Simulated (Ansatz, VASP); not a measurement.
# Be (Beryllium) in two plane-wave programs

Aim: how closely do two programs agree when they are given the same cell, functional and k mesh? The cell is taken from a series of runs on this material, whose earlier steps may have relaxed, scaled, displaced or heated it; both programs get it as it stands.

Method: plane waves, with VASP 6.6.1 beside it; zone-centre phonons at LDA, in Ansatz 0.2.0.

## Step 1: The starting structure

Symmetry: P6_3/mmc, No. 194, hexagonal system. Conventional cell: a = 2.231 Å, b = 2.231 Å, c = 3.519 Å, α = 90.00°, β = 90.00°, γ = 120.00°. Be has 12 Be at 2.18 to 2.23 Å nearest.

Coordinates:

```cif
data_structure
_symmetry_space_group_name_H-M 'P6_3/mmc'
_symmetry_Int_Tables_number 194
_cell_length_a 2.2307
_cell_length_b 2.2307
_cell_length_c 3.5191
_cell_angle_alpha 90.000
_cell_angle_beta 90.000
_cell_angle_gamma 120.000
_cell_volume 15.17
loop_
_atom_site_label
_atom_site_type_symbol
_atom_site_symmetry_multiplicity
_atom_site_Wyckoff_symbol
_atom_site_fract_x
_atom_site_fract_y
_atom_site_fract_z
_atom_site_occupancy
Be1 Be 2 c 0.33333 0.66667 0.25000 1
```

## Step 2: VASP: zone-centre phonons, LDA

Second derivatives magnify differences that forces hide, and they need a tight electronic threshold.

Lines of VASP's logs that name or quote its potential files are left out, and so is its time.

Input file INCAR:

```
SYSTEM = Be
PREC = Accurate
ENCUT = 600
EDIFF = 1E-08
NELM = 120
ISMEAR = 0
SIGMA = 0.1
LREAL = .FALSE.
ALGO = Normal
GGA = CA
NBANDS = 8
LORBIT = 11
LWAVE = .FALSE.
LCHARG = .FALSE.
ISIF = 2
IBRION = 8
LASPH = .TRUE.
GGA_COMPAT = .FALSE.
```

Input file POSCAR:

```
Be
1.0
    2.2307128244      0.0000000000      0.0000000000
   -1.1153564122      1.9318539745      0.0000000000
    0.0000000000      0.0000000000      3.5190944704
Be
2
Direct
    0.3333333333      0.6666666667      0.2500000000
    0.6666666667      0.3333333333      0.7500000000
```

Input file KPOINTS:

```
Automatic mesh
0
Gamma
12 12 6
0 0 0
```

PAW data sets: Be (LDA family, release 64).

On the command line:

```console
$ mpirun -np 1 vasp_std
```

Numbers of over 12 decimals in the logs are rounded to 6 here.

Log:

```text
[banner, memory and clock lines left out]
running    1 mpi-ranks, on    1 nodes
 distrk:  each k-point on    1 cores,    1 groups
 distr:  one band on    1 cores,    1 groups

 POSCAR found type information on POSCAR Be
 POSCAR found :  1 types and       2 ions
 LDA part: xc-table for (Slater(with rela. corr.)+CA(PZ))
 , standard interpolation
 POSCAR, INCAR and KPOINTS ok, starting setup
 FFT: planning ... GRIDC
 FFT: planning ... GRID_SOFT
 FFT: planning ... GRID
 WAVECAR not read
 entering main loop
       N       E                     dE             d eps       ncg     rms          rms(c)
DAV:   1    -0.473959746027E+01   -0.47396E+01   -0.19246E+03  1256   0.460E+02
DAV:   2    -0.846923492601E+01   -0.37296E+01   -0.34847E+01  1928   0.439E+01
DAV:   3    -0.847986042125E+01   -0.10625E-01   -0.10623E-01  1312   0.242E+00
DAV:   4    -0.847986242149E+01   -0.20002E-05   -0.20003E-05  1736   0.393E-02
DAV:   5    -0.847986242186E+01   -0.37303E-09   -0.93160E-10  1344   0.174E-04    0.126E+00
DAV:   6    -0.844130161444E+01    0.38561E-01   -0.27223E-03  1528   0.377E-01    0.763E-01
DAV:   7    -0.842362982838E+01    0.17672E-01   -0.44195E-03  1608   0.470E-01    0.216E-02
DAV:   8    -0.842362286190E+01    0.69665E-05   -0.75154E-06  1320   0.268E-02    0.537E-03
DAV:   9    -0.842362188063E+01    0.98127E-06   -0.55378E-07  1600   0.627E-03    0.544E-04
DAV:  10    -0.842362187284E+01    0.77824E-08   -0.14091E-09  1112   0.352E-04
   1 F= -.84236219E+01 E0= -.84230380E+01  d E =-.116770E-02
 Linear response reoptimize wavefunctions to high precision
DAV:   1    -0.842362187217E+01    0.67168E-09   -0.25090E-10  1272   0.131E-04
DAV:   2    -0.842362187217E+01   -0.99476E-13   -0.88363E-13   640   0.833E-06
 Linear response DOF=           2
 Linear response progress:
  Degree of freedom:   1/  2
       N       E                     dE             d eps       ncg     rms          rms(c)
RMM:   1    -0.723399406032E-02   -0.72340E-02   -0.26711E-03  9808   0.297E-01
RMM:   2    -0.719473590288E-02    0.39258E-04   -0.25325E-06  7321   0.255E-02    0.259E-02
RMM:   3    -0.720604776402E-02   -0.11312E-04   -0.57182E-07  7375   0.637E-03    0.155E-02
RMM:   4    -0.724135006765E-02   -0.35302E-04   -0.16014E-06  7412   0.930E-03    0.347E-04
RMM:   5    -0.724132595105E-02    0.24117E-07   -0.24555E-09  7528   0.271E-04    0.125E-04
RMM:   6    -0.724127374255E-02    0.52208E-07    0.59467E-10  7504   0.933E-05    0.498E-06
RMM:   7    -0.724127150608E-02    0.22365E-08   -0.49241E-10  7029   0.310E-06    0.164E-06
 first order change of Fermi-energy   0.55057E-06
 force on displaced ion       1 direction 1 :  -3.849   0.002   0.000
 Linear response progress:
  Degree of freedom:   2/  2
       N       E                     dE             d eps       ncg     rms          rms(c)
RMM:   1    -0.222517280797E-01   -0.22252E-01   -0.13547E-02  3604   0.678E-01
RMM:   2    -0.168852943945E-01    0.53664E-02   -0.56444E-03  2417   0.845E-02    0.121E-01
RMM:   3    -0.155097436611E-01    0.13756E-02    0.12037E-03  2377   0.101E-01    0.435E-02
RMM:   4    -0.158071454386E-01   -0.29740E-03    0.36410E-04  2441   0.548E-02    0.402E-03
RMM:   5    -0.158603070570E-01   -0.53162E-04   -0.36108E-05  2525   0.337E-03    0.777E-04
RMM:   6    -0.158581787180E-01    0.21283E-05   -0.57668E-06  2481   0.623E-04    0.757E-05
RMM:   7    -0.158575288677E-01    0.64985E-06   -0.92374E-07  2565   0.314E-05    0.137E-05
RMM:   8    -0.158574528157E-01    0.76052E-07   -0.70938E-09  2544   0.781E-06    0.881E-07
RMM:   9    -0.158574475062E-01    0.53095E-08    0.18621E-08  1825   0.545E-07    0.313E-07
 first order change of Fermi-energy   0.27889E-04
 force on displaced ion       1 direction 3 :   0.000  -0.000  -7.596
 Linear response finished
```

Parts of OUTCAR (step 2):

```text
ion  position               nearest neighbor table
   1  0.333  0.667  0.250-   2 2.18   2 2.18   2 2.18   2 2.18   2 2.18   2 2.18
   2  0.667  0.333  0.750-   1 2.18   1 2.18   1 2.18   1 2.18   1 2.18   1 2.18

  LATTYP: Found a hexagonal cell.
 ALAT       =     2.2307128244
 C/A-ratio  =     1.5775649971

 Subroutine GETGRP returns: Found 24 space group operations
 (whereof 12 operations were pure point group operations)

The static configuration has the point symmetry D_3d.
 The point group associated with its full space group is D_6h.

 Found     76 irreducible k-points:

   k-points           NKPTS =     76   k-points in BZ     NKDIM =     76   number of bands    NBANDS=      8

   dimension x,y,z NGX =    18 NGY =   18 NGZ =   28
   dimension x,y,z NGXF=    36 NGYF=   36 NGZF=   56

   ENCUT  =  600.0 eV  44.10 Ry    6.64 a.u.   4.46  4.46  7.03*2*pi/ulx,y,z

   NELECT =       4.0000    total number of electrons

 k-points in reciprocal lattice and weights: Automatic mesh
   0.00000000  0.00000000  0.00000000       0.001
   0.08333333  0.00000000  0.00000000       0.007
   0.16666667  0.00000000  0.00000000       0.007
   0.25000000  0.00000000  0.00000000       0.007
   0.33333333  0.00000000  0.00000000       0.007
   0.41666667  0.00000000  0.00000000       0.007
   0.50000000  0.00000000  0.00000000       0.003
   0.08333333  0.08333333  0.00000000       0.007
   0.16666667  0.08333333  0.00000000       0.014
[...]
0.33333333  0.25000000  0.50000000       0.014
   0.33333333  0.33333333  0.50000000       0.002

 average (electrostatic) potential at core
       1 -29.8627       2 -29.8627

  Total       -0.0139467     -0.0139467     -0.0286929      0.0000000      0.0000000      0.0000000
  in kB       -1.4734418     -1.4734418     -3.0313539      0.0000000      0.0000000      0.0000000
  external PRESSURE =      -1.9927458 kB  Pullay stress =       0.0000000 kB

  energy-cutoff  :      600.00
  volume of cell :       15.17
      direct lattice vectors                 reciprocal lattice vectors
     2.230712824  0.000000000  0.000000000     0.448287197  0.258818734  0.000000000
    -1.115356412  1.931853975  0.000000000     0.000000000  0.517637468  0.000000000
     0.000000000  0.000000000  3.519094470     0.000000000  0.000000000  0.284164011

 POSITION                                       TOTAL-FORCE (eV/Angst)
 -----------------------------------------------------------------------------------
     -0.00000      1.28790      0.87977        -0.000000      0.000000      0.000000
      1.11536      0.64395      2.63932         0.000000     -0.000000      0.000000
 -----------------------------------------------------------------------------------
    total drift:                                0.000000     -0.000000      0.000000

 Eigenvectors and eigenvalues of the dynamical matrix
 ----------------------------------------------------

   1 f  =   20.297011 THz   127.529883 2PiTHz  677.035419 cm-1    83.941656 meV
             X         Y         Z           dx          dy          dz
     -0.000000  1.287903  0.879774    -0.000000    0.000000   -0.707107
      1.115356  0.643951  2.639321     0.000000    0.000000    0.707107

   2 f  =   14.447977 THz    90.779315 2PiTHz  481.932627 cm-1    59.752004 meV
             X         Y         Z           dx          dy          dz
     -0.000000  1.287903  0.879774     0.000000   -0.707107   -0.000000
      1.115356  0.643951  2.639321    -0.000000    0.707107    0.000000

   3 f  =   14.447977 THz    90.779315 2PiTHz  481.932627 cm-1    59.752004 meV
             X         Y         Z           dx          dy          dz
     -0.000000  1.287903  0.879774    -0.707107   -0.000000    0.000000
      1.115356  0.643951  2.639321     0.707107    0.000000    0.000000

   4 f  =    0.000000 THz     0.000002 2PiTHz    0.000008 cm-1     0.000001 meV
             X         Y         Z           dx          dy          dz
     -0.000000  1.287903  0.879774     0.041998   -0.705858    0.000000
      1.115356  0.643951  2.639321     0.041998   -0.705858    0.000000

   5 f  =    0.000000 THz     0.000000 2PiTHz    0.000000 cm-1     0.000000 meV
             X         Y         Z           dx          dy          dz
     -0.000000  1.287903  0.879774     0.000000    0.000000    0.707107
      1.115356  0.643951  2.639321    -0.000000    0.000000    0.707107

   6 f/i=    0.000000 THz     0.000000 2PiTHz    0.000000 cm-1     0.000000 meV
             X         Y         Z           dx          dy          dz
     -0.000000  1.287903  0.879774    -0.705858   -0.041998   -0.000000
      1.115356  0.643951  2.639321    -0.705858   -0.041998    0.000000

 ELASTIC MODULI CONTR FROM IONIC RELAXATION (kBar)
 Direction    XX          YY          ZZ          XY          YZ          ZX
 --------------------------------------------------------------------------------
 XX        -142.4484    142.4484      0.0000     -0.0000     -0.0000      0.0000
 YY         142.4484   -142.4484     -0.0000      0.0000      0.0000      0.0000
 ZZ           0.0000     -0.0000     -0.0000      0.0000     -0.0000      0.0000
 XY          -0.0000      0.0000      0.0000   -142.4484      0.0000      0.0000
 YZ          -0.0000      0.0000     -0.0000      0.0000     -0.0000      0.0000
 ZX           0.0000      0.0000      0.0000      0.0000      0.0000      0.0000
 --------------------------------------------------------------------------------
```

## Step 3: Ansatz: zone-centre phonons, LDA

Ansatz runs on its default PAW (the set named soft_2) files.

The same cell, functional (in two slightly different forms), mesh and smearing now go to Ansatz.

Input file input.yaml:

```yaml
crystal:
  lattice:
    - [2.2307128244, 0.0, 0.0]
    - [-1.1153564122, 1.9318539745, 0.0]
    - [0.0, 0.0, 3.5190944704]
  atoms:
    - { symbol: Be, position: [0.3333333333, 0.6666666667, 0.25] }
    - { symbol: Be, position: [0.6666666667, 0.3333333333, 0.75] }
kpoints:
  mp_grid: { grid: [12, 12, 6] }
hamiltonian:
  xc: lda
scf:
  occupations: { method: gaussian, width: 0.1 }
output:
  eigenvalues: true
basis:
  ecutwfc: 260.0
phonons:
  method: dfpt
```

On the command line:

```console
$ ansatz run input.yaml --threads 4 --pin off --max-ram 7168MiB --backend cpu --events-out ev --progress --plain --runs-dir out
```

Log:

```text
Warning: basis.ecutwfc = 260 eV is below the records' recommended 420 eV, and the density's cutoff is lower with it unless basis.ecutrho_ratio is high enough to keep the records' density cutoff: compare with a run at a higher cutoff
zone centre: on kpoints.mp_grid the ground state, and the responses unless they are solved on pairs of k-points, stand on 172 of the mesh's 864 k-points, reduced under 4 symmetry operations, with k and −k counted as one. Each operation leaves every solved displacement unchanged or reverses it
Engine: ansatz 0.2.0, aarch64-unknown-linux-gnu
Pseudopotentials: kind: paw
Pseudopotential: Be, paw, valence charge 2, recommended cutoff 420 eV (normal), Be.paw.azcp
Functional definition: SPW92
  exchange = slater_x
  correlation = pw_c
Crystal: 2 atoms, lattice volume = 15.165 Å³
Basis set: ecut = 260 eV, 135 PW (Γ), exchange–correlation on 24×24×40 points (8 copies of the dense FFT grid, shifted against one another)
Bands: 6, of which v1, the nominal top of the filled ones, is band 2 counted from 1 (1 counted from 0)
Symmetry: 24 space group operations
k-points: 172 of 864 (irreducible under 4 space group operations, time reversal used)
Non-local potential: Be, projectors of the file, l = 0: 2, l = 1: 2, l = 2: 1
PAW form: soft (Blöchl's): semilocal exchange-correlation on the pseudo side does not see the compensation charge
PAW frozen core: Be, regenerated for the run's functional, and the local potential with it (the file was generated under x = pbe(κ = 0.804, μ = 0.219515), c = pbe(β = 0.066725))
PAW one-centre angular grid: Be, 110 points (default); XC on 64 Gauss nodes
Initial density: superposition of atomic densities (neutral atoms: chi_scale 0, normalization atom), corrected by the library's trained network
Initial wavefunctions: pseudopotential atomic-orbital guess
Functional: x = slater, c = lda
SCF iter   1: F=—  HF=-176.428924 eV  |F-HF|=—  |Δ(HF+E_count)|=         —  Δρ=2.72e-3  dr2=5.13e-4  ethr=1.77e-3  ⟨swp⟩=5.2  Hψ=8744  notcnv=0
preconditioner: auto → none  [metal: Δε(μ)=0.086 eV  Ē_g=13.203 eV  σ=0.100 eV  W_gap=0.45  n_scr=2 (ndim 8)  ℏωp=19.1 eV  f_vac=0.000  D(μ)=0.23/eV (n_scr^D=0)  sad-step TF]
SCF iter   2: F=—  HF=-176.428805 eV  |F-HF|=—  |Δ(HF+E_count)|=   1.19e-4  Δρ=1.62e-3  dr2=1.94e-4  ethr=1.28e-5  ⟨swp⟩=1.1  Hψ=2428  notcnv=0
SCF iter   3: F=—  HF=-176.428767 eV  |F-HF|=—  |Δ(HF+E_count)|=   3.77e-5  Δρ=5.66e-5  dr2=1.36e-7  ethr=4.86e-6  ⟨swp⟩=1.0  Hψ=1032  notcnv=0
SCF iter   4: F=—  HF=-176.428766 eV  |F-HF|=—  |Δ(HF+E_count)|=   9.11e-7  Δρ=5.73e-6  dr2=2.94e-9  ethr=3.39e-9  ⟨swp⟩=2.1  Hψ=1379  notcnv=0
iter 5 did not close the SCF: its close was put off for the readings that it lacked (scf_convergence_deferred on its scf_iter line)
SCF iter   5: F=-176.428766 eV  HF=-176.428766 eV  |F-HF|=6.25e-13  |Δ(HF+E_count)|=  2.20e-10  Δρ=1.48e-7  dr2=1.01e-12  ethr=7.36e-11  ⟨swp⟩=1.0  Hψ=1032  notcnv=0
SCF iter   6: F=-176.428766 eV  HF=-176.428766 eV  |F-HF|=0.00e0  |Δ(HF+E_count)|=  1.71e-13  Δρ=1.10e-8  dr2=6.30e-15  ethr=1.00e-12  ⟨swp⟩=3.0  Hψ=3268  notcnv=0
SCF 1 converged in 6 iterations: F = -176.428766 eV  dr2 = 6.30e-15
  greatest PAW one-centre occupation: 0.373 electrons in one spin orbital (limit 2), on the Be atom at site 1 (counted from 0), in its partial waves of l = 0
DFPT response loops at Γ: preconditioner auto → Kerker (q_TF=auto, 2.185 Å⁻¹) (partly filled bands, converged f_vac=0.000); β = 1.00, the filter's whole step (`scf.mixing.beta` (0.50) is not read by the response loops under this deck's `scf.mixing.preconditioner`; to damp them name `kerker` or `kerker_dos`, under which they read `scf.mixing.beta`, and type it under 1.00, their step now; both keys bind the ground state too); Broyden in place of MSR1
SCF converged after 6 iterations
Free energy (F): -176.428766 eV
Harris-Foulkes:  -176.428766 eV  (|F-HF|=0.00e0)
Internal energy: -176.427616 eV  (E = F + TS)
E sigma→0 (E₀):  -176.428191 eV
Entropy (-TS):   -0.001150 eV (-0.575 meV/atom)
Fermi energy:    8.726729 eV
--- Per-component energies (eV) ---
  E_band       = 12.799480
  E_kinetic    = 43.537806
  E_local      = 5.277620  (includes V_loc(G=0)·N_el)
  E_nonlocal   = 9.471229
  E_hartree    = 0.080866
  E_xc         = -39.840626
  E_vxc        = -42.431165  (∫ρ·V_xc dr)
  E_paw        = -110.353834  (= ΣΔE_a)
  E_vpaw       = -3.217748  (= ΣTr[D̂ρ^β])
  E_aug_tail   = 0.000006  (compensation charges beyond the density's cutoff)
  E_ewald      = -84.661256
  E_core_change = 0.060574  (= ΣΔE_core)
  E_smearing   = -0.001150  (= −TS)
  E_closure    = 0.000000  (closes the sum)
  Σ components = -176.428766   (vs F -176.428766, Δ=0.00e0)
--- Band table (eV; the first three rows and the last of 172) ---
  k-point 0: bands = ["-3.0877", "3.7154", "9.6809", "24.6497", "24.6497", "27.5776"]
  k-point 1: bands = ["-2.8517", "2.5722", "11.3950", "24.8668", "24.8668", "27.4727"]
  k-point 2: bands = ["-2.1312", "0.6932", "14.9715", "23.8751", "25.4806", "25.4806"]
  k-point 171: bands = ["4.3567", "4.3567", "11.9738", "11.9738", "16.2401", "16.2401"]
--- Phonons (Γ-DFPT): 2 representative perturbations + reference, on 172 of 864 k-points (Σ response iterations 6) ---
  k mesh reduced under 4 symmetry operations, with k and −k counted as one. Each operation leaves every solved displacement unchanged or reverses it
  ASR residual: 1.464e-6 → 0.000e0 eV/Å²; symmetrization residual: 7.105e-15 eV/Å²
  ASR residual per site (eV/Å²): 1.46e-6 1.46e-6
  Γ frequencies (cm⁻¹): 0.00 0.00 0.00 479.90 479.90 670.09
  non-analytic LO–TO correction: not included (Born effective charges unavailable; polar crystals: no LO–TO splitting at Γ)
```

Reading the cycles: dr2 is the Hartree energy of the density residual (eV), the measure of convergence; HF is the Harris–Foulkes estimate of the energy, which meets the free energy F at convergence.

## Step 4: Differences

Known differences besides the potentials themselves: the two LDA forms differ slightly; the cutoff is 260 eV in Ansatz and 600 eV in VASP; VASP's log shows a relativistic correction to its local exchange, Ansatz's none; Ansatz's log warns that its cutoff lies below the recommended one. Total energies have different zeros and are not compared.

Both answers:

```
                  quantity  Ansatz   VASP  difference
optical mode 1 to 2 (cm⁻¹)   479.9  481.9     -0.42 %
     optical mode 3 (cm⁻¹)   670.1  677.0     -1.03 %
```

Modes are paired by rising frequency, not by their patterns, so a pair may set unlike modes beside each other; they are those without the splitting of longitudinal modes.

## Step 5: Results

| Property | Result |
| --- | --- |
| r.m.s. difference of the optical zone-centre modes, each program's sorted by frequency (zone-centre phonons, LDA) | 4.3 cm⁻¹ |
| difference in optical mode 3 (zone-centre phonons, LDA) | -1.0 % |

The r.m.s. difference of the optical zone-centre modes, each program's sorted by frequency is 4.3 cm⁻¹ (zone-centre phonons, LDA). Among the rows given in per cent, the largest difference of the zone-centre phonons, LDA pair is in optical mode 3, -1.0 %. How closely two codes agree says nothing of how well the functional describes the real material.

[Lines on the potential files, build, host, timing and source positions are cut from VASP's logs without a mark.]

[Logs are printed without paths, hosts, clocks, repeated set-up lines and the standing remarks that a program may print on its own settings, such as how far it seeks lower states.]

[Hosts, paths, dates, database ids (printed as entryN), source tags and the programs' standing remarks are cut or masked in the printed files.]
